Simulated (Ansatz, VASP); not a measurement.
**TiC in two plane-wave programs**

Wanted: the spread between two codes on one cell, functional and k mesh. The cell is taken from a series of runs on this material, whose earlier steps may have relaxed, scaled, displaced or heated it; both programs get it as it stands.

Calculated with Ansatz 0.2.0; plane waves, with VASP 6.6.1 beside it; zone-centre phonons at PBEsol.

**1. Starting point**

The structure is trigonal, space group R-3m (No. 166). Conventional cell: a = 2.944 Å, b = 2.944 Å, c = 7.573 Å, α = 90.00°, β = 90.00°, γ = 120.00°. Nearest to C lie 6 Ti at 2.12 Å. Ti has 6 C at 2.12 Å nearest. Farther neighbours are not listed.

**2. Ansatz: zone-centre phonons, PBEsol**

Ansatz runs on its PAW soft_1 files.

Second derivatives magnify differences that forces hide, and they need a tight electronic threshold.

Input file input.yaml:

```yaml
crystal:
  lattice:
    - [0.0694148249, 2.1514648425, 2.1514648425]
    - [2.1514648425, 0.0694148249, 2.1514648425]
    - [2.1514648425, 2.1514648425, 0.0694148249]
  atoms:
    - { symbol: C, position: [0.5, 0.5, 0.5] }
    - { symbol: Ti, position: [0.0, 0.0, 0.0] }
kpoints:
  mp_grid: { grid: [16, 16, 16] }
hamiltonian:
  xc: pbesol
  pseudopotentials: { kind: paw, azcp: { folder: soft_1 }, xc_functional: pbe }
scf:
  occupations: { method: methfessel_paxton, width: 0.2 }
output:
  eigenvalues: true
phonons:
  method: dfpt
```

On the command line:

```sh
ansatz run input.yaml --threads 4 --pin off --max-ram 10240MiB --backend cpu --events-out ev --progress --plain --runs-dir out
```

Numbers of over 12 decimals in the logs are rounded to 6 here.

Output:

```text
Engine: ansatz 0.2.0, x86_64-unknown-linux-gnu
Pseudopotentials: kind: paw
Pseudopotential: C, paw, valence charge 4, recommended cutoff 420 eV (normal), soft_1/C.paw.azcp
Pseudopotential: Ti, paw, valence charge 12, recommended cutoff 420 eV (normal), soft_1/Ti.paw.azcp
Functional definition: PBEsol
  exchange = pbesol_x
  correlation = pbesol_c
Crystal: 2 atoms, lattice volume = 18.954 Å³
Basis set: ecut = 420 eV, 345 PW (Γ), exchange–correlation on 48×48×48 points (8 copies of the dense FFT grid, shifted against one another)
Bands: 12, of which v1, the nominal top of the filled ones, is band 8 counted from 1 (7 counted from 0)
Symmetry: 12 space group operations
k-points: 1098 of 4096 (irreducible under 2 space group operations, time reversal used)
Non-local potential: C, projectors of the file, l = 0: 2, l = 1: 2, l = 2: 1
Non-local potential: Ti, projectors of the file, l = 0: 3, l = 1: 2, l = 2: 3, l = 3: 1
PAW form: soft (Blöchl's): semilocal exchange-correlation on the pseudo side does not see the compensation charge
PAW frozen core: C, regenerated for the run's functional, and the local potential with it (the file was generated under x = pbe(κ = 0.804, μ = 0.219515), c = pbe(β = 0.066725))
PAW frozen core: Ti, regenerated for the run's functional, and the local potential with it (the file was generated under x = pbe(κ = 0.804, μ = 0.219515), c = pbe(β = 0.066725))
PAW one-centre angular grid: C, 110 points (default); XC on 64 Gauss nodes
PAW one-centre angular grid: Ti, 590 points (default); XC on 64 Gauss nodes
Initial density: superposition of atomic densities (chi_scale 0.1, normalization cell, long waves kept (reshape's long-wave potential 0.00 eV rms))
Initial wavefunctions: pseudopotential atomic-orbital guess
Functional: x = pbesol(κ = 0.804, μ = 0.123457), c = pbesol(β = 0.046)
SCF iter   1: F=—  HF=-2723.363904 eV  |F-HF|=—  |Δ(HF+E_count)|=         —  Δρ=1.42e-1  dr2=4.85e0  ethr=3.10e-3  ⟨swp⟩=4.3  Hψ=63633  notcnv=0
preconditioner: auto → none  [metal: Δε(μ)=0.009 eV  Ē_g=20.588 eV  σ=0.200 eV  W_gap=0.04  n_scr=8 (ndim 8)  ℏωp=31.9 eV  f_vac=0.000  D(μ)=0.17/eV (n_scr^D=0)  sad-step TF]
SCF iter   2: F=—  HF=-2722.868884 eV  |F-HF|=—  |Δ(HF+E_count)|=   4.95e-1  S|Δr|=    0.00e0  Δρ=1.00e-1  dr2=2.46e0  ethr=3.10e-3  ⟨swp⟩=2.0  Hψ=26140  notcnv=0
SCF iter   3: F=—  HF=-2722.361650 eV  |F-HF|=—  |Δ(HF+E_count)|=   5.07e-1  S|Δr|=    0.00e0  Δρ=8.21e-3  dr2=6.97e-3  ethr=3.10e-3  ⟨swp⟩=2.7  Hψ=25955  notcnv=0
SCF iter   4: F=—  HF=-2722.358863 eV  |F-HF|=—  |Δ(HF+E_count)|=   2.79e-3  S|Δr|=    0.00e0  Δρ=1.37e-3  dr2=1.23e-4  ethr=4.36e-5  ⟨swp⟩=2.0  Hψ=31039  notcnv=0
SCF iter   5: F=—  HF=-2722.359063 eV  |F-HF|=—  |Δ(HF+E_count)|=   2.00e-4  S|Δr|=    0.00e0  Δρ=3.60e-4  dr2=1.53e-5  ethr=7.71e-7  ⟨swp⟩=2.0  Hψ=17547  notcnv=0
SCF iter   6: F=—  HF=-2722.359065 eV  |F-HF|=—  |Δ(HF+E_count)|=   1.73e-6  S|Δr|=    0.00e0  Δρ=1.82e-5  dr2=3.34e-8  ethr=9.55e-8  ⟨swp⟩=2.6  Hψ=21518  notcnv=0
SCF iter   7: F=—  HF=-2722.359065 eV  |F-HF|=—  |Δ(HF+E_count)|=   1.24e-7  S|Δr|=    0.00e0  Δρ=3.29e-6  dr2=1.48e-9  ethr=2.09e-10  ⟨swp⟩=2.2  Hψ=18451  notcnv=0
SCF iter   8: F=-2722.359065 eV  HF=-2722.359065 eV  |F-HF|=5.46e-12  |Δ(HF+E_count)|=  4.48e-10  S|Δr|=    0.00e0  Δρ=2.42e-7  dr2=8.01e-12  ethr=1.00e-12  ⟨swp⟩=4.0  Hψ=62005  notcnv=0
the search or the solves at the SCF's close seem to have found levels that the self-consistency loop had missed (the run counts 1). By its estimate they hold under 1e-12 electrons; where the run keeps them, the occupations were computed again with them
SCF 1 converged in 8 iterations: F = -2722.359065 eV  dr2 = 8.01e-12
  greatest PAW one-centre occupation: 0.998 electrons in one spin orbital (limit 2), on the Ti atom at site 1 (counted from 0), in its partial waves of l = 0
DFPT response loops at Γ: preconditioner auto → Kerker (q_TF=auto, 2.652 Å⁻¹) (partly filled bands, converged f_vac=0.000); β = 1.00, the filter's whole step (`scf.mixing.beta` (0.50) is not read by the response loops under this deck's `scf.mixing.preconditioner`; to damp them name `kerker` or `kerker_dos`, under which they read `scf.mixing.beta`, and type it under 1.00, their step now; both keys bind the ground state too); Broyden in place of MSR1
SCF converged after 8 iterations
Stability not checked: this state was not tested for a lower state beside it, because cold or Methfessel-Paxton smearing, or corrected tetrahedra, fill the levels in a way that the test cannot read (fill_not_monotonic; see scf.lower_state_search)
Free energy (F): -2722.359065 eV
Harris-Foulkes:  -2722.359065 eV  (|F-HF|=5.46e-12)
Internal energy: -2722.359668 eV  (E = F + TS)
E sigma→0 (E₀):  -2722.359216 eV
Entropy (-TS):   0.000603 eV (0.301 meV/atom)
Fermi energy:    15.763966 eV
--- Per-component energies (eV) ---
  E_band       = -92.470927
  E_kinetic    = 369.920785
  E_local      = -787.925433  (includes V_loc(G=0)·N_el)
  E_nonlocal   = 85.045446
  E_hartree    = 313.524094
  E_xc         = -164.555758
  E_vxc        = -206.279351  (∫ρ·V_xc dr)
  E_paw        = -1112.663025  (= ΣΔE_a)
  E_vpaw       = -180.280568  (= ΣTr[D̂ρ^β])
  E_aug_tail   = -0.000069  (compensation charges beyond the density's cutoff)
  E_ewald      = -1425.866192
  E_core_change = 0.160485  (= ΣΔE_core)
  E_smearing   = 0.000603  (= −TS)
  E_closure    = -0.000000  (closes the sum)
  Σ components = -2722.359065   (vs F -2722.359065, Δ=0.00e0)
--- Band table (eV; the first three rows and the last of 1098) ---
  k-point 0: bands = [... 4 lower, 3.0454, 16.0755, 16.5758, 16.5758, 17.2365, 17.6524, 17.6524, 17.6867]
  k-point 1: bands = [... 4 lower, 3.1446, 15.9089, 16.0778, 16.4313, 16.6914, 16.8584, 17.8542, 18.6215]
  k-point 2: bands = [... 4 lower, 3.4355, 15.1499, 15.1690, 15.5888, 16.6895, 16.9757, 18.1924, 19.7951]
  k-point 1097: bands = [... 4 lower, 6.6409, 9.5403, 12.9184, 12.9184, 18.8198, 18.8198, 20.0145, 24.4627]
--- Phonons (Γ-DFPT): 2 representative perturbations + reference, on 1098 of 4096 k-points (Σ response iterations 6) ---
  k mesh reduced under 2 symmetry operations, with k and −k counted as one. Each operation leaves every solved perturbation unchanged. A smaller set is not used because it would not reduce the number of displacements times k-points to solve
  ASR residual: 1.198e-4 → 0.000e0 eV/Å²; symmetrization residual: 2.834e-7 eV/Å²
  ASR residual per site (eV/Å²): 1.20e-4 2.36e-5
  Γ frequencies (cm⁻¹): 0.00 0.00 0.00 564.92 564.92 622.18
  non-analytic LO–TO correction: not included (Born effective charges unavailable; polar crystals: no LO–TO splitting at Γ)
```

[end of part 1 of 2]

[Lines on the potential files, build, host, timing and source positions are cut from VASP's logs without a mark.]

[Logs are printed without paths, hosts, clocks, repeated set-up lines and the standing remarks that a program may print on its own settings, such as how far it seeks lower states.]

[Hosts, paths, dates, database ids (printed as entryN), source tags and the programs' standing remarks are cut or masked in the printed files.]
